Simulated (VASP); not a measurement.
```yaml
crystal:
  lattice:
    - [-1.60650, 1.60650, 1.60650]
    - [1.60650, -1.60650, 1.60650]
    - [1.60650, 1.60650, -1.60650]
  atoms:
    - { symbol: Mo, position: [0.00000, 0.00000, 0.00000] }
```

The base run (VASP): PBE GGA, plane waves, VASP's PBE PAW potentials (set 64). Numerical set-up: 400 eV cut-off, 14×14×14 Γ-centred mesh, first-order Methfessel-Paxton smearing of 0.10 eV, potentials Mo_sv.

One setting is varied; ΔE counts from the base run. The base run took about 20 core-seconds. Times come from single runs on busy shared machines, so they are rough: good to a factor of about 2.

Pressures at a finite cut-off, here 400 eV, hold a Pulay part, which wasn't tested here.

| setting | cost over the base run | electronic steps | ΔE (meV/atom) | pressure (GPa) |
|---|---|---|---|---|
| ISYM = 1 | within a factor of 2 | 11 | 0.0 | -11.48 |
| base run | reference | 11 | 0.0 | -11.48 |
| SYMPREC = 1E-3 | within a factor of 2 | 11 | 0.0 | -11.48 |
| ISYM = 0 | about 8 times | 11 | 0.0 | -11.48 |
| ISYM = -1 | [?] | 11 | 0.0 | -11.48 |

Complete the blanks.

- ISYM = -1, cost over the base run: about 20 times

Left out are runs that failed, have no time on record or changed the cell.

The compound is Mo in the bcc structure. The cell was not relaxed at this level.
